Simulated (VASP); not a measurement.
OSZICAR of a VASP run on Al (fcc):

OSZICAR:
```
       N       E                     dE             d eps       ncg     rms          rms(c)
DAV:   1    -0.502829634254E+00   -0.50283E+00   -0.90750E+02  1090   0.335E+02
DAV:   2    -0.261762459705E+01   -0.21148E+01   -0.20328E+01  1355   0.319E+01
DAV:   3    -0.263547810755E+01   -0.17854E-01   -0.17574E-01  1405   0.332E+00
DAV:   4    -0.263554993820E+01   -0.71831E-04   -0.71484E-04  1385   0.185E-01
DAV:   5    -0.263555036854E+01   -0.43034E-06   -0.43038E-06  1405   0.130E-02    0.109E+00
DAV:   6    -0.262830982656E+01    0.72405E-02   -0.15042E-03  1205   0.342E-01    0.654E-01
DAV:   7    -0.262316370130E+01    0.51461E-02   -0.40881E-03  1170   0.578E-01    0.116E-01
DAV:   8    -0.262317787425E+01   -0.14173E-04   -0.37529E-05  1525   0.570E-02    0.203E-02
DAV:   9    -0.262317844164E+01   -0.56739E-06   -0.43666E-07  1145   0.596E-03
   1 F= -.26231784E+01 E0= -.26232507E+01  d E =-.262318E+01
       N       E                     dE             d eps       ncg     rms          rms(c)
DAV:   1    -0.262385757148E+01   -0.67970E-03   -0.10383E-02  1330   0.641E-01    0.753E-02
DAV:   2    -0.262382917704E+01    0.28394E-04   -0.62699E-05  1135   0.726E-02    0.319E-02
DAV:   3    -0.262380834600E+01    0.20831E-04   -0.77450E-06  1315   0.252E-02    0.844E-03
DAV:   4    -0.262380763311E+01    0.71289E-06   -0.47123E-07   750   0.577E-03
   2 F= -.26238076E+01 E0= -.26238956E+01  d E =-.629191E-03
       N       E                     dE             d eps       ncg     rms          rms(c)
DAV:   1    -0.262381885333E+01   -0.10507E-04   -0.12678E-04  1320   0.705E-02    0.872E-03
DAV:   2    -0.262381837151E+01    0.48182E-06   -0.70072E-07   935   0.812E-03
   3 F= -.26238184E+01 E0= -.26239059E+01  d E =-.639930E-03
```

Q: Which electronic solver shows in the log?

A: It is blocked Davidson (ALGO = Normal, or the opening steps of other solvers). The INCAR had ALGO = Normal.

Q: Can the final energy be trusted as converged?

A: The run converged. It stopped with EDIFF = 1E-6, NELM = 100, NSW = 60 and EDIFFG = -0.01 after 3 ionic steps (rev-vdW-DF2, plane waves, VASP's PBE PAW potentials (set 64)).

The compound is Al in the fcc structure. This run relaxes it. Symmetry was kept, so distortions that lower it aren't found.
